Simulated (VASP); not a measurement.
Input:

```yaml
crystal:
  lattice:
    - [0.00000, 2.76678, 2.76678]
    - [2.76678, 0.00000, 2.76678]
    - [2.76678, 2.76678, 0.00000]
  atoms:
    - { symbol: Ga, position: [0.00000, 0.00000, 0.00000] }
    - { symbol: P, position: [0.25000, 0.25000, 0.25000] }
```

Computed with PBE GGA, VASP's PBE PAW potentials (set 64) (plane waves; VASP). Run with PREC = Normal, EDIFF = 1E-5, 400 eV cut-off, 8×8×8 Γ-centred mesh, Gaussian smearing of 0.050 eV, potentials Ga P.

**Question.** Predict the energy per atom (σ→0), band gap (on the k-mesh) with the smallest direct gap where there is one.

**Answer.** 
- band gap (on the k-mesh) = 1.52 eV
- smallest direct gap (on the k-mesh) = 1.52 eV
- energy per atom (σ→0) = -4.553 eV/atom

The absolute energy has meaning only against runs of the same code, potentials and settings.

The compound is GaP in the zinc blende structure. It was relaxed first.
